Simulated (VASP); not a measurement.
Method: PBE GGA, VASP's PBE PAW potentials (set 64) (plane waves; VASP 6.6.1).

VASP ran on this input.

**INCAR**
```
ALGO = Normal
EDIFF = 1E-6
ENCUT = 400
GGA = PE
ISIF = 2
ISMEAR = 0
LASPH = .True.
LCHARG = .False.
LMAXMIX = 4
LREAL = .False.
LWAVE = .False.
NELECT = 17.5
NELM = 100
PREC = Accurate
SIGMA = 0.05
SYSTEM = ZnSe
```

**KPOINTS**
```
Automatic mesh
0
G
 7 7 7
```

**POSCAR**
```
ZnSe
1
    0.0000000000     2.8350000000     2.8350000000
    2.8350000000     0.0000000000     2.8350000000
    2.8350000000     2.8350000000     0.0000000000
Zn Se
1 1
Direct
  0.0000000000   0.0000000000   0.0000000000
  0.2500000000   0.2500000000   0.2500000000
```

POTCAR, in this order: Zn Se (PBE.64 set). Program: vasp_std.

Task: What will the output report for the number of irreducible k-points (NKPTS), number of bands (NBANDS), largest plane-wave count, number of space-group operations, FFT grid (NGX, NGY, NGZ)?

Result: 
```json
{
 "number of irreducible k-points (NKPTS)": "20",
 "number of bands (NBANDS)": "13",
 "largest_plane_wave_count": "869",
 "number_of_space_group_operations": "24",
 "FFT grid (NGX, NGY, NGZ)": "28 × 28 × 28"
}
```

The compound is ZnSe in the zinc blende structure. The cell was not relaxed at this level. The run is one of a series of settings (NELECT = 17.5 against the base run), some of them coarse on purpose.
